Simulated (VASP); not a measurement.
VASP input:

### INCAR
```
SYSTEM = Tc
PREC = Accurate
ENCUT = 400
EDIFF = 1E-6
NELM = 100
ALGO = Normal
LREAL = .FALSE.
LASPH = .TRUE.
ISMEAR = 1
SIGMA = 0.1
GGA = PE
LMAXMIX = 4
LWAVE = .FALSE.
LCHARG = .FALSE.
ISIF = 2
LEPSILON = .TRUE.
```

File POSCAR:
```
Tc
1
    1.3700000000    -2.3729100000     0.0000000000
    1.3700000000     2.3729100000     0.0000000000
    0.0000000000     0.0000000000     4.3900000000
Tc
2
Direct
  0.3333330000   0.6666670000   0.2500000000
  0.6666670000   0.3333330000   0.7500000000
```

File KPOINTS:
```
Automatic mesh
0
Gamma
12 12 6
0 0 0
```

POTCAR, in this order: Tc_pv (PBE.64 set). Program: vasp_std.

Problem. Does this input run properly? What does VASP do?

Solution. There is a fault: LEPSILON was set for a metal. The run ends without an error. Against the sound run, the energy per atom (σ→0) is nearly the same; the pressure is nearly the same.

standard output:
```
...
RMM:   3    -0.211778938217E+02   -0.35417E-02   -0.18926E-02  3986   0.393E-01
RMM:   4    -0.211781068056E+02   -0.21298E-03   -0.25381E-03  4204   0.119E-01
RMM:   5    -0.211780999466E+02    0.68590E-05   -0.11890E-04  3745   0.363E-02
RMM:   6    -0.211780985898E+02    0.13568E-05    0.74291E-05  3024   0.124E-02
RMM:   7    -0.211780986570E+02   -0.67177E-07    0.14170E-05  2412   0.440E-03
RMM:   8    -0.211780984820E+02    0.17501E-06   -0.86435E-07  1748   0.186E-03
 change of polarisation eV/A/(eV/A) component  3 :    -0.535     1.411    42.356
 dielectric tensor                  component  3 :    -3.394     8.948   269.526
 Linear response to external field, progress :
  Direction:   1
       N       E                     dE             d eps       ncg     rms          rms(c)
RMM:   1    -0.853488169656E+01   -0.85349E+01   -0.70956E+01 10979   0.112E+01
RMM:   2    -0.120960221641E+02   -0.35611E+01   -0.19774E-01  8788   0.145E+00    0.273E+00
RMM:   3    -0.120332301417E+02    0.62792E-01   -0.58965E-02  8723   0.241E+00    0.139E+00
RMM:   4    -0.120665953569E+02   -0.33365E-01   -0.68853E-02  9180   0.207E+00    0.293E-01
RMM:   5    -0.120791767044E+02   -0.12581E-01   -0.67436E-03  8975   0.602E-01    0.317E-02
RMM:   6    -0.120799866243E+02   -0.80992E-03   -0.15904E-03  9893   0.199E-01    0.174E-02
RMM:   7    -0.120799876697E+02   -0.10454E-05   -0.10522E-04  9475   0.554E-02    0.463E-03
RMM:   8    -0.120801695919E+02   -0.18192E-03   -0.10714E-04  9588   0.211E-02    0.189E-03
RMM:   9    -0.120801740149E+02   -0.44230E-05   -0.43049E-05  9728   0.722E-03    0.389E-04
RMM:  10    -0.120801692768E+02    0.47382E-05   -0.93588E-05  8913   0.257E-03    0.174E-04
RMM:  11    -0.120801742637E+02   -0.49869E-05   -0.11939E-04  4499   0.916E-04    0.303E-05
RMM:  12    -0.120801713481E+02    0.29156E-05   -0.10796E-04  3438   0.711E-04    0.218E-05
RMM:  13    -0.120801713275E+02    0.20552E-07   -0.10869E-04  3145   0.681E-04    0.586E-06
 change of polarisation eV/A/(eV/A) component  1 :    24.007     5.678    -1.126
 dielectric tensor                  component  1 :   153.197    35.997    -7.141
 Linear response to external field, progress :
  Direction:   2
       N       E                     dE             d eps       ncg     rms          rms(c)
RMM:   1    -0.808101572400E+01   -0.80810E+01   -0.66418E+01 10898   0.112E+01
RMM:   2    -0.120937538441E+02   -0.40127E+01   -0.20135E-01  8752   0.146E+00    0.273E+00
RMM:   3    -0.120315433399E+02    0.62211E-01   -0.63013E-02  8662   0.242E+00    0.139E+00
RMM:   4    -0.120655082805E+02   -0.33965E-01   -0.61499E-02  9051   0.208E+00    0.330E-01
RMM:   5    -0.120680917265E+02   -0.25834E-02   -0.52867E-03  9038   0.621E-01    0.276E-01
RMM:   6    -0.120780285864E+02   -0.99369E-02   -0.11903E-03  8841   0.316E-01    0.228E-02
RMM:   7    -0.120787625024E+02   -0.73392E-03    0.15312E-04  9382   0.889E-02    0.112E-02
RMM:   8    -0.120789566505E+02   -0.19415E-03   -0.59440E-05 10120   0.312E-02    0.303E-03
RMM:   9    -0.120789706901E+02   -0.14040E-04    0.18462E-04  9725   0.937E-03    0.951E-04
RMM:  10    -0.120789847138E+02   -0.14024E-04    0.17055E-06  9603   0.321E-03    0.206E-04
RMM:  11    -0.120789887662E+02   -0.40524E-05   -0.60360E-06  6069   0.117E-03    0.123E-04
RMM:  12    -0.120789887768E+02   -0.10568E-07   -0.51327E-06  3424   0.669E-04    0.225E-05
 change of polarisation eV/A/(eV/A) component  2 :     5.682    24.005     0.009
 dielectric tensor                  component  2 :    36.024   153.182     0.054
 Linear response to external field, progress :
  Direction:   3
       N       E                     dE             d eps       ncg     rms          rms(c)
RMM:   1    -0.192351579638E+02   -0.19235E+02   -0.17627E+02  4668   0.107E+01
RMM:   2    -0.211743540911E+02   -0.19392E+01   -0.47657E-01  3794   0.147E+00    0.325E+00
RMM:   3    -0.211551795860E+02    0.19175E-01   -0.61923E-02  3719   0.227E+00    0.184E+00
RMM:   4    -0.212537803795E+02   -0.98601E-01   -0.40203E-02  3781   0.205E+00    0.314E-01
RMM:   5    -0.212814638458E+02   -0.27683E-01   -0.36462E-03  3788   0.641E-01    0.228E-02
RMM:   6    -0.212817783597E+02   -0.31451E-03   -0.27945E-05  4188   0.182E-01    0.129E-02
RMM:   7    -0.212822628526E+02   -0.48449E-03   -0.14963E-04  3848   0.511E-02    0.546E-03
RMM:   8    -0.212823685431E+02   -0.10569E-03   -0.44996E-06  3874   0.238E-02    0.140E-03
RMM:   9    -0.212823646816E+02    0.38615E-05   -0.42324E-06  4121   0.765E-03    0.841E-04
RMM:  10    -0.212823611340E+02    0.35476E-05   -0.13148E-05  2920   0.197E-03    0.352E-04
RMM:  11    -0.212823620113E+02   -0.87730E-06    0.18164E-06  1682   0.955E-04    0.143E-04
 change of polarisation eV/A/(eV/A) component  3 :    -0.517     1.394    42.237
 dielectric tensor                  component  3 :    -3.276     8.836   268.770
 Born effective charges drift removed
```

### OUTCAR
```
------------------------ aborting loop because EDIFF is reached ----------------------------------------

 HEAD OF MICROSCOPIC STATIC DIELECTRIC TENSOR (INDEPENDENT PARTICLE, excluding Hartree and local field effects)
 ------------------------------------------------------
         154.400839     0.000000     0.000000
           0.000000   154.400890     0.000000
           0.000000    -0.000000   269.526192
 ------------------------------------------------------

 MACROSCOPIC STATIC DIELECTRIC TENSOR (including local field effects in DFT)
 ------------------------------------------------------
         153.189471    -0.000000    -0.000000
          -0.000000   153.189522     0.000000
           0.000000     0.000000   268.770329
 ------------------------------------------------------

 PIEZOELECTRIC TENSOR (including local field effects)  for field in x, y, z        (e  Angst)
          XX          YY          ZZ          XY          YZ          ZX
  --------------------------------------------------------------------------------
  x     0.00000     0.00000     0.00000     0.00000     0.00000     0.00000
  y     0.00000     0.00000     0.00000     0.00000     0.00000     0.00000
  z     0.00000     0.00000     0.00000     0.00000     0.00000     0.00000

 PIEZOELECTRIC TENSOR (including local field effects)  for field in x, y, z        (C/m^2)
          XX          YY          ZZ          XY          YZ          ZX
  --------------------------------------------------------------------------------
  x     0.00000     0.00000     0.00000     0.00000     0.00000     0.00000
  y     0.00000     0.00000     0.00000     0.00000     0.00000     0.00000
  z     0.00000     0.00000     0.00000     0.00000     0.00000     0.00000

 BORN EFFECTIVE CHARGES (including local field effects) (in |e|, cummulative output)
 ---------------------------------------------------------------------------------
 ion    1
    1     0.00000     0.00000     0.00000
    2     0.00000     0.00000     0.00000
    3     0.00000     0.00000     0.00000
 ion    2
    1     0.00000     0.00000     0.00000
    2     0.00000     0.00000     0.00000
    3     0.00000     0.00000     0.00000
```
(Selected blocks of OUTCAR.)

To mend it, drop LEPSILON, since a metal has no finite static dielectric tensor or Born charges. The plain static run on this cell (PBE GGA, plane waves, VASP's PBE PAW potentials (set 64)) converges, and its OSZICAR ends with
```
   1 F= -.20695394E+02 E0= -.20695230E+02  d E =-.493229E-03
```

The compound is Tc in the hcp structure. The cell was not relaxed at this level.
